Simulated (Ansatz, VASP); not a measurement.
## Two plane-wave programs on SiTe3

The input INCAR:

```
SYSTEM = SiTe3
ALGO = Normal
EDIFF = 1E-6
ENCUT = 520
GGA = PE
ISIF = 2
ISMEAR = 0
LASPH = .True.
LCHARG = .False.
LREAL = .False.
LWAVE = .False.
NBANDS = 19
NELM = 60
PREC = Accurate
SIGMA = 0.1
```

Contents of KPOINTS:

```
k-points
0
Gamma
  4 4 4
  0 0 0
```

File POSCAR:

```
SiTe3
1.0
    0.0000000000      3.9361659100      3.9361659100
    3.9361659100      0.0000000000      3.9361659100
    3.9361659100      3.9361659100      0.0000000000
Si Te
1 3
Direct
    0.5000000000      0.5000000000      0.5000000000
    0.7500000000      0.7500000000      0.7500000000
    0.2500000000      0.2500000000      0.2500000000
    0.0000000000      0.0000000000      0.0000000000
```

Input for Ansatz:

```yaml
crystal:
  lattice:
    - [0.0, 3.93616591, 3.93616591]
    - [3.93616591, 0.0, 3.93616591]
    - [3.93616591, 3.93616591, 0.0]
  atoms:
    - { symbol: Si, position: [0.5, 0.5, 0.5] }
    - { symbol: Te, position: [0.75, 0.75, 0.75] }
    - { symbol: Te, position: [0.25, 0.25, 0.25] }
    - { symbol: Te, position: [0.0, 0.0, 0.0] }
basis:
  ecutwfc: 420
kpoints:
  mp_grid: { grid: [4, 4, 4] }
hamiltonian:
  xc: pbe
scf:
  occupations: { method: gaussian, width: 0.1 }
  lower_state_search: "off"
output:
  forces: true
  stress: true
  eigenvalues: true
```

Alike in both runs: task single point; functional PBE; k mesh 4 × 4 × 4; occupations gaussian, width 0.1 eV; no spin polarisation.

|  | VASP | Ansatz |
| --- | --- | --- |
| version | VASP 6.6.1 | Ansatz 0.2.0 |
| potentials or method | VASP PAW PBE potentials, release 64 (Si, Te) | scalar-relativistic, plane waves, PAW |
| plane-wave cutoff (eV) | 520 | 420 |
| valence electrons in the cell | 22 | 52 |

|  | VASP | Ansatz | Ansatz less VASP |
| --- | --- | --- | --- |
| gap on the k mesh at the Fermi level (eV) | none | none | - |
| pressure (GPa) | -6.1 | -6.1 | +0.05 |

A gap of «none» marks a metal or a gap that the smearing closes. The two sets of potentials don't hold the same shells in valence.

Spin-orbit coupling is left out, which matters for the levels of Te.
